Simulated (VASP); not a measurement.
Consider the following.

```
CELL_PARAMETERS angstrom
      3.51642     0.00000     0.00000
      0.00000     3.51642     0.00000
      0.00000     0.00000     3.51642
ATOMIC_POSITIONS crystal
  Si 0.00000 0.00000 0.00000
  Ni 0.00000 0.50000 0.50000
  Ni 0.50000 0.00000 0.50000
  Ni 0.50000 0.50000 0.00000
```

Level of theory: vdW-DF2, VASP's PBE PAW potentials (set 64) (plane waves; VASP). Numerical set-up: 520 eV cut-off, 9×9×9 Γ-centred mesh, first-order Methfessel-Paxton smearing of 0.10 eV, potentials Si Ni.

Task: Predict the energy per atom (σ→0), pressure, band gap (on the k-mesh) with the smallest direct gap where there is one.

Result: 
* **band gap (on the k-mesh)**: none (metal, semimetal or under 0.01 eV)
* **energy per atom (σ→0)**: -2.740 eV/atom
* **pressure**: 11.53 GPa

The compound is Ni3Si in the L1_2 structure. This cell is one point of a volume scan, at 0.94 of the reference volume. The run is not spin-polarised, so no magnetic state was tried.
